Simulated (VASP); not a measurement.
Data:

```
CaO
1.0
    0.00000     2.40500     2.40500
    2.40500     0.00000     2.40500
    2.40500     2.40500     0.00000
Ca O
1 1
Direct
  0.00520   0.00520   0.99480
  0.50000   0.50000   0.50000
```

All values below come from r2SCAN meta-GGA, VASP's PBE PAW potentials (set 64) (plane waves; VASP). Numerical set-up: 600 eV cut-off, 10×10×10 Γ-centred mesh, Gaussian smearing of 0.050 eV, potentials Ca_sv O.

**Question.** Estimate the energy per atom (σ→0), largest force.

**Answer.** 
```json
{
 "energy per atom (σ→0)": "-9.728 eV/atom",
 "largest_force": "0.089 eV/Å"
}
```

The compound is CaO in the rock salt structure. This cell was strained or had an atom moved on purpose.
